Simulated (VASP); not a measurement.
VASP runs on SnO share one base input (PBE GGA, plane waves, VASP's PBE PAW potentials (set 64)) and change the settings named in each case.

POSCAR:
```
SnO
1.0
  3.7920030000   0.0000000000   0.0000000000
  0.0000000000   3.7920030000   0.0000000000
  0.0000000000   0.0000000000  16.2253540000
Sn O
2 2
Direct
  0.5000000000   0.0000000000   0.5685760000
  0.0000000000   0.5000000000   0.4314240000
  0.0000000000   0.0000000000   0.5000000000
  0.5000000000   0.5000000000   0.5000000000
```

KPOINTS:
```
kpoints
0
gamma
5 5 1
```

INCAR:
```
SYSTEM = SnO
PREC = Accurate; ENCUT = 400; LREAL = .FALSE.
LASPH = .TRUE.
EDIFF = 1E-6; NELM = 100; ALGO = Normal
LMAXMIX = 4
ISMEAR = 0; SIGMA = 0.2
GGA = PE
ISIF = 2
LWAVE = .FALSE.; LCHARG = .FALSE.
```

POTCAR, in this order: Sn_d O (PBE.64 set). Program: vasp_std.

| change | E(σ→0) (eV/atom) | largest force (eV/Å) | −TS (eV) |
|---|---|---|---|
| base run | -5.6160 | 1.647 | 0.0000 |
| EDIFF = 1E-09, ENCUT = 560, KPOINTS 7×7×1 Γ-centred mesh | -5.6073 | 1.652 | 0.0000 |
| ENCUT = 200, SIGMA = 0.272, KPOINTS 4×4×1 Γ-centred mesh | -5.7697 | 1.336 | 0.0000 |
| ENCUT = 320, KPOINTS 2×2×1 Γ-centred mesh | -5.6137 | 1.604 | 0.0000 |
| ENCUT = 280, GGA removed, ISMEAR = -1, SIGMA = 0.5, KPOINTS 4×4×1 Γ-centred mesh, POTCAR Sn_d O (LDA.64 set) | -6.3430 | 0.718 | -0.4105 |
| ENCUT = 200, SIGMA = 0.136, KPOINTS 2×2×1 Γ-centred mesh | -5.8193 | 1.318 | 0.0000 |
| AEXX = 0.2, AGGAC = 0.81, AGGAX = 0.72, ALDAC = 0.19, GGA = B3, HFRCUT = -1, ISYM = 3, LHFCALC = .TRUE., PRECFOCK = Fast, KPOINTS 2×2×1 Γ-centred mesh | -6.9316 | 1.547 | 0.0000 |
| AEXX = 0.25, HFSCREEN = 0.2, ISYM = 3, LHFCALC = .TRUE., PRECFOCK = Fast, KPOINTS 4×4×1 Γ-centred mesh | -6.9855 | 1.072 | 0.0000 |
 Energies of different potentials or functionals have different zeros.  The cell holds a wide vacuum, so values per volume refer to the whole cell. Unless said otherwise, spin-orbit coupling is left out, though it shifts the bands of the heavy elements here.

Left out are runs that ran out of time, are held back, or changed the cell or the kind of run, fixed moments of cells without a moment, rows past the twelfth, gaps on odd meshes, pressures of charged cells and columns that move by less than the noise.

The cell is a sheet or thin cut with vacuum, built from a generated structure.
